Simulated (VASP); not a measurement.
# Fe3Cl (Fm-3m) in VASP: settings compared

One crystal, Fe3Cl, is run at these levels: PBE, RPBE, RPBE+U; tasks: relaxation of cell and atoms, relaxation of the atoms, single point.

Everything below comes from runs of VASP 6.6.1. Logs are shortened: lines on timing, memory, paths and dates and some standing lists are left out, and cuts for length are marked.

## 1. The structure

Symmetry: Fm-3m, No. 225, cubic system. Conventional cell: a = 6.317 Å, b = 6.317 Å, c = 6.317 Å, α = 90.00°, β = 90.00°, γ = 90.00°. Fe (site symmetry -43m) is surrounded by 4 Fe at 2.74 Å and 4 Cl at 2.74 Å. Fe (site symmetry m-3m) is surrounded by 8 Fe at 2.74 Å. Cl (site symmetry m-3m) has 8 Fe at 2.74 Å as nearest neighbours.

The cell was built by a generator and needn't be a form met in nature.

## 2. Relaxation of cell and atoms, PBE, collinear spin, ferromagnetic start

File INCAR:

```
SYSTEM = Fe3Cl
PREC = Accurate
ENCUT = 600
EDIFF = 1E-7
ISMEAR = 0
SIGMA = 0.05
LREAL = .False.
LASPH = .True.
NELM = 150
ALGO = Normal
ISIF = 3
LWAVE = .False.
LCHARG = .False.
ISPIN = 2
MAGMOM = 3 3 3 0
LORBIT = 11
LMAXMIX = 4
GGA = PE
IBRION = 2
NSW = 60
EDIFFG = -0.02
```

File KPOINTS:

```
Automatic mesh
0
Gamma
  7 7 7
  0 0 0
```

File POSCAR:

```
Fe3Cl
1.0
    0.0000000000      3.1584810000      3.1584810000
    3.1584810000      0.0000000000      3.1584810000
    3.1584810000      3.1584810000      0.0000000000
Fe Cl
3 1
Direct
    0.2500000000      0.2500000000      0.2500000000
    0.7500000000      0.7500000000      0.7500000000
    0.5000000000      0.5000000000      0.5000000000
    0.0000000000      0.0000000000      0.0000000000
```

Potentials or basis: VASP PAW PBE potentials, release 64 (Fe, Cl).

Run with:

```bash
cat potpaw_PBE.64/Fe/POTCAR potpaw_PBE.64/Cl/POTCAR > POTCAR
mpirun -np 1 vasp_std > vasp.out
```

OUTCAR:

```text
SYSTEM = Fe3Cl
   PREC = Accurate
   ENCUT = 600
   EDIFF = 1E-7
   ISMEAR = 0
   LREAL = .False.
   LASPH = .True.
   NELM = 150
   ISIF = 3
   ISPIN = 2
   LORBIT = 11
   GGA = PE
   IBRION = 2
   NSW = 60
   EDIFFG = -0.02

 ion  position               nearest neighbor table
   1  0.250  0.250  0.250-   4 2.74   4 2.74   4 2.74   3 2.74   4 2.74   3 2.74   3 2.74   3 2.74

   2  0.750  0.750  0.750-   3 2.74   3 2.74   3 2.74   3 2.74   4 2.74   4 2.74   4 2.74   4 2.74

   3  0.500  0.500  0.500-   1 2.74   1 2.74   1 2.74   1 2.74   2 2.74   2 2.74   2 2.74   2 2.74

   4  0.000  0.000  0.000-   2 2.74   2 2.74   2 2.74   1 2.74   2 2.74   1 2.74   1 2.74   1 2.74

  LATTYP: Found a face centered cubic cell.
 ALAT       =     6.3169620000

  Lattice vectors:

 A1 = (   0.0000000000,   3.1584810000,   3.1584810000)
 A2 = (   3.1584810000,   0.0000000000,   3.1584810000)
 A3 = (   3.1584810000,   3.1584810000,   0.0000000000)

Analysis of symmetry for initial positions (statically):
=====================================================================
 Subroutine PRICEL returns:
 Original cell was already a primitive cell.

 Routine SETGRP: Setting up the symmetry group for a
 face centered cubic supercell.

 Subroutine GETGRP returns: Found 48 space group operations
 (whereof 48 operations were pure point group operations)
 out of a pool of 48 trial point group operations.

The static configuration has the point symmetry O_h .

Analysis of symmetry for dynamics (positions and initial velocities):
=====================================================================
 Subroutine PRICEL returns:
 Original cell was already a primitive cell.

 Routine SETGRP: Setting up the symmetry group for a
 face centered cubic supercell.

 Subroutine GETGRP returns: Found 48 space group operations
 (whereof 48 operations were pure point group operations)
 out of a pool of 48 trial point group operations.

The dynamic configuration has the point symmetry O_h .

Analysis of structural, dynamic, and magnetic symmetry:
=====================================================================
 Subroutine PRICEL returns:
 Original cell was already a primitive cell.

 Routine SETGRP: Setting up the symmetry group for a
 face centered cubic supercell.

 Subroutine GETGRP returns: Found 48 space group operations
 (whereof 48 operations were pure point group operations)
 out of a pool of 48 trial point group operations.

The overall configuration has the point symmetry O_h .

 Subroutine INISYM returns: Found 48 space group operations
 (whereof 48 operations are pure point group operations),
 and found     1 'primitive' translations

----------------------------------------------------------------------------------------

                                     Primitive cell

  volume of cell :      63.0180

  direct lattice vectors                    reciprocal lattice vectors
     0.000000000  3.158481000  3.158481000    -0.158303944  0.158303944  0.158303944
     3.158481000  0.000000000  3.158481000     0.158303944 -0.158303944  0.158303944
     3.158481000  3.158481000  0.000000000     0.158303944  0.158303944 -0.158303944

  length of vectors
     4.466766667  4.466766667  4.466766667     0.274190474  0.274190474  0.274190474

  position of ions in fractional coordinates (direct lattice)
     0.250000000  0.250000000  0.250000000
     0.750000000  0.750000000  0.750000000
     0.500000000  0.500000000  0.500000000
     0.000000000  0.000000000  0.000000000

  ion indices of the primitive-cell ions
   primitive index   ion index
                 1           1
                 2           2
                 3           3
                 4           4

----------------------------------------------------------------------------------------

 KPOINTS: Automatic mesh

Automatic generation of k-mesh.
 Grid dimensions read from file:
 generate k-points for:    7    7    7

 Generating k-lattice:

  Cartesian coordinates                     Fractional coordinates (reciprocal lattice)
    -0.022614849  0.022614849  0.022614849     0.142857143  0.000000000  0.000000000
     0.022614849 -0.022614849  0.022614849     0.000000000  0.142857143  0.000000000
     0.022614849  0.022614849 -0.022614849     0.000000000  0.000000000  0.142857143

  Length of vectors
     0.039170068  0.039170068  0.039170068

  Shift w.r.t. Gamma in fractional coordinates (k-lattice)
     0.000000000  0.000000000  0.000000000

 Subroutine IBZKPT returns following result:
 ===========================================

 Found     20 irreducible k-points:

 Following reciprocal coordinates:
            Coordinates               Weight
  0.000000  0.000000  0.000000      1.000000
  0.142857  0.000000  0.000000      8.000000
  0.285714  0.000000  0.000000      8.000000
  0.428571  0.000000  0.000000      8.000000
  0.142857  0.142857  0.000000      6.000000
  0.285714  0.142857  0.000000     24.000000
[... 12 lines left out ...]
 -0.428571  0.428571  0.142857     24.000000
 -0.285714  0.428571  0.142857     24.000000
   k-points           NKPTS =     20   k-points in BZ     NKDIM =     20   number of bands    NBANDS=     24
   number of dos      NEDOS =    301   number of ions     NIONS =      4
   total plane-waves  NPLWV =  46656
   dimension x,y,z NGX =    36 NGY =   36 NGZ =   36
   dimension x,y,z NGXF=    72 NGYF=   72 NGZF=   72
   ions per type =               3   1
   NGX,Y,Z   is equivalent  to a cutoff of  13.40, 13.40, 13.40 a.u.
   NGXF,Y,Z  is equivalent  to a cutoff of  26.80, 26.80, 26.80 a.u.
 SYSTEM =  Fe3Cl
   PREC   = accura    normal or accurate (medium, high low for compatibility)
   ISTART =      0    job   : 0-new  1-cont  2-samecut
   ICHARG =      2    charge: 1-file 2-atom 10-const
   ISPIN  =      2    spin polarized calculation?
   LNONCOLLINEAR =      F non collinear calculations
   LSORBIT =      F    spin-orbit coupling
   LASPH  =      T    aspherical Exc in radial PAW
   ENCUT  =  600.0 eV  44.10 Ry    6.64 a.u.   8.92  8.92  8.92*2*pi/ulx,y,z
   NELM   =    150;   NELMIN=  2; NELMDL= -5     # of ELM steps
   EDIFF  = 0.1E-06   stopping-criterion for ELM
   LREAL  =      F    real-space projection
   EDIFFG = -.2E-01   stopping-criterion for IOM
   NSW    =     60    number of steps for IOM
   IBRION =      2    ionic relax: 0-MD 1-quasi-New 2-CG
   NFREE  =      1    steps in history (QN), initial steepest desc. (CG)
   ISIF   =      3    stress and relaxation
   ISYM   =      2    0-nonsym 1-usesym 2-fastsym
   POTIM  = 0.5000    time-step for ionic-motion
   TEBEG  =    0.0;   TEEND  =   0.0 temperature during run
   PSTRESS=    0.0 pullay stress
   NELECT =      31.0000    total number of electrons
   NUPDOWN=      -1.0000    fix difference up-down
   EMIN   =  10.00;   EMAX   =-10.00  energy-range for DOS
   EFERMI =   0.00;   METHOD = LEGACY
   ISMEAR =     0;   SIGMA  =   0.05  broadening in eV -4-tet -1-fermi 0-gaus
   EFERMI_NEDOS =   21; number of points for ismear=-14 and -15
   IALGO  =     38    algorithm
   IMIX   =      4    mixing-type and parameters
     AMIX     =   0.40;   BMIX     =  1.00
     AMIX_MAG =   1.60;   BMIX_MAG =  1.00
  volume/ion in A,a.u.               =      15.75       106.32
  Fermi-wavevector in a.u.,A,eV,Ry     =   1.292331  2.442152 22.723358  1.670120
  Thomas-Fermi vector in A             =   2.424046
   LORBIT       =     11    0 simple, 1 ext, 2 COOP (PROOUT), +10 PAW based schemes
   GGA     = PE    functional components
   LHFCALC =     F    Hartree Fock is set to
   AEXX    =    0.0000 exact exchange contribution
   IVDW    =     0    specifies the selected vdW correction
   LEPSILON=     F    determine dielectric tensor
   LRPA    =     F    only Hartree local field effects (RPA)
 conjugate gradient relaxation of ions
 spin polarized calculation
 Gauss-broadening in eV      SIGMA  =   0.05
  energy-cutoff  :      600.00
  volume of cell :       63.02
 maximum number of plane-waves:      2126
   NGX = 17   NGY = 17   NGZ = 17

--------------------------------------- Ionic step        1  -------------------------------------------

 number of electron      30.9999998 magnetization       8.6788360

 Free energy of the ion-electron system (eV)
  ---------------------------------------------------
  ext. energy  EPLUGINS =         0.00000000
  ---------------------------------------------------
  free energy    TOTEN  =       -23.33686312 eV

  energy without entropy =      -23.33034917  energy(sigma->0) =      -23.33360615

------------------------ aborting loop because EDIFF is reached ----------------------------------------

  FORCE on cell =-STRESS in cart. coord.  units (eV):
  Direction    XX          YY          ZZ          XY          YZ          ZX
  --------------------------------------------------------------------------------------
  -------------------------------------------------------------------------------------
  Total       -4.1840967     -4.1840967     -4.1840967     -0.0000000      0.0000000     -0.0000000
  in kB     -106.3769392   -106.3769392   -106.3769392     -0.0000000      0.0000000     -0.0000000
  external PRESSURE =    -106.3769392 kB  Pullay stress =       0.0000000 kB

 VOLUME and BASIS-vectors are now :
 -----------------------------------------------------------------------------
  energy-cutoff  :      600.00
  volume of cell :       63.02
      direct lattice vectors                 reciprocal lattice vectors
     0.000000000  3.158481000  3.158481000    -0.158303944  0.158303944  0.158303944
     3.158481000  0.000000000  3.158481000     0.158303944 -0.158303944  0.158303944
     3.158481000  3.158481000  0.000000000     0.158303944  0.158303944 -0.158303944
[... 39 lines left out ...]
 POSITION                                       TOTAL-FORCE (eV/Angst)
 -----------------------------------------------------------------------------------
      1.49955      1.49955      1.49955        -0.000000      0.000000      0.000000
      4.49864      4.49864      4.49864         0.000000      0.000000     -0.000000
      2.99909      2.99909      2.99909         0.000000     -0.000000     -0.000000
     -0.00000      2.99909      2.99909         0.000000     -0.000000     -0.000000
 -----------------------------------------------------------------------------------
    total drift:                                0.000000      0.000000      0.000000

  FREE ENERGIE OF THE ION-ELECTRON SYSTEM (eV)
  ---------------------------------------------------
  free  energy   TOTEN  =       -23.7292405410 eV

  energy  without entropy=      -23.7248038352  energy(sigma->0) =      -23.72702219

--------------------------------------- Ionic step        3  -------------------------------------------

 number of electron      31.0000012 magnetization       8.1262962

 Free energy of the ion-electron system (eV)
  ---------------------------------------------------
  ext. energy  EPLUGINS =         0.00000000
  ---------------------------------------------------
  free energy    TOTEN  =       -23.73166837 eV

  energy without entropy =      -23.72782603  energy(sigma->0) =      -23.72974720

 E-fermi :   6.6040     XC(G=0): -12.1159

 val. band max:        6.5907012945   @ k =   0.4286   0.4286   0.0000
 cond. band min:       6.6110339083   @ k =   0.2857   0.1429   0.0000
 fundamental gap:      0.0203326137
 Fermi energy:         6.6040343378

 spin component 1

 k-point     1 :       0.0000    0.0000    0.0000
  band No.  band energies     occupation
      1     -11.7135      1.00000
      2      -0.3199      1.00000
      3      -0.3199      1.00000
      4      -0.3199      1.00000
      5       2.0371      1.00000
      6       2.4433      1.00000
[... 16 lines left out ...]
     23      10.9576      0.00000
     24      14.0037      0.00000
[... 489 lines left out ...]
      1     -11.3664      1.00000
      2      -1.2432      1.00000
      3      -1.1071      1.00000
      4      -0.4743      1.00000
      5       2.5865      1.00000
      6       3.1382      1.00000
[... 16 lines left out ...]
     23      10.2163      0.00000
     24      13.2042      0.00000
 Fermi energy:         6.6040343378

 spin component 2

 k-point     1 :       0.0000    0.0000    0.0000
  band No.  band energies     occupation
      1     -11.5479      1.00000
      2       0.0595      1.00000
      3       0.0595      1.00000
      4       0.0595      1.00000
      5       2.3742      1.00000
      6       4.5349      1.00000
[... 16 lines left out ...]
     23      11.8920      0.00000
     24      14.7657      0.00000
[... 533 lines left out ...]
 POSITION                                       TOTAL-FORCE (eV/Angst)
 -----------------------------------------------------------------------------------
      1.49372      1.49372      1.49372         0.000000      0.000000     -0.000000
      4.48117      4.48117      4.48117        -0.000000     -0.000000      0.000000
      2.98744      2.98744      2.98744        -0.000000     -0.000000     -0.000000
      0.00000      0.00000      0.00000        -0.000000      0.000000     -0.000000
 -----------------------------------------------------------------------------------
    total drift:                                0.000000      0.000000      0.000000

  FREE ENERGIE OF THE ION-ELECTRON SYSTEM (eV)
  ---------------------------------------------------
  free  energy   TOTEN  =       -23.7316683669 eV

  energy  without entropy=      -23.7278260256  energy(sigma->0) =      -23.72974720

 reached required accuracy - stopping structural energy minimisation

 total charge

# of ion       s       p       d       tot
------------------------------------------
    1        0.381   0.322   6.275   6.978
    2        0.381   0.322   6.275   6.978
    3        0.454   0.362   6.233   7.049
    4        1.655   3.302   0.000   4.957
--------------------------------------------------
tot          2.871   4.309  18.782  25.962

 magnetization (x)

# of ion       s       p       d       tot
------------------------------------------
    1       -0.016  -0.023   2.681   2.642
    2       -0.016  -0.023   2.681   2.642
    3       -0.028  -0.035   2.784   2.721
    4        0.011   0.155   0.000   0.165
--------------------------------------------------
tot         -0.050   0.075   8.146   8.170
```

It took 2.5 min on 1 thread of AMD EPYC 9R45 (Zen 5), shared host; peak memory 0.24 GiB.

Results:

```yaml
Free_energy: -23.7317 eV
Relaxed_volume: 13.33 Å³/atom
Relaxed_cell: a = 4.225 Å, b = 4.225 Å, c = 4.225 Å, α = 60.00°, β = 60.00°, γ = 60.00°
Space_group_after_relaxing_to_0.05_Å: Fm-3m (No. 225)
Energy_gained_by_relaxing: 98.7 meV/atom
Ionic_steps: 3
Pressure_after_relaxing: 0.0 GPa
Band_gap_on_the_k_mesh: none (metal or under the smearing width)
Net_moment: 8.13 μB per cell
Site_moments: Fe +2.64, +2.72; Cl +0.17 μB
Valence_electrons_inside_the_program's_atomic_spheres: Fe 6.98, 7.05; Cl 4.96
```

The path:
```csv
step,energy change (eV),largest force (eV/Å),pressure (GPa),volume (Å³)
1,0.0000,0.0000,-10.64,63.02
2,-0.3924,0.0000,-1.23,53.95
3,-0.3948,0.0000,0.01,53.32
```

Final structure:
```
Fe Cl
1.0
     0.00000    2.98744    2.98744
     2.98744    0.00000    2.98744
     2.98744    2.98744    0.00000
Fe Cl
3 1
Direct
  0.25000 0.25000 0.25000
  0.75000 0.75000 0.75000
  0.50000 0.50000 0.50000
  0.00000 0.00000 0.00000
```

Levels at points of the mesh, in eV from the Fermi level:
Spin up:
| k point | band 17 | band 18 | band 19 | band 20 | band 21 | band 22 | band 23 | band 24 |
| --- | --- | --- | --- | --- | --- | --- | --- | --- |
| (0.00, 0.00, 0.00) | -1.36 | -1.28 | -1.28 | -1.28 | 4.35 | 4.35 | 4.35 | 7.40 |
Spin down:
```csv
k point,band 9,band 10,band 11,band 12,band 13,band 14
"(0.00, 0.00, 0.00)",-1.13,-1.13,0.62,0.62,0.62,0.85
```

Caveat: the volume moved by over 15 % at a fixed basis, so the end points are rough; semilocal functionals often make such compounds metallic where correlation or magnetic order opens a gap, which also shifts bond lengths; only a ferromagnetic start was run, and an antiferromagnetic order may lie lower in energy. With open d or f shells a metallic result of PBE can be an artefact of self-interaction; +U or a hybrid may open a gap.

(Continued in part 2 of 2.)
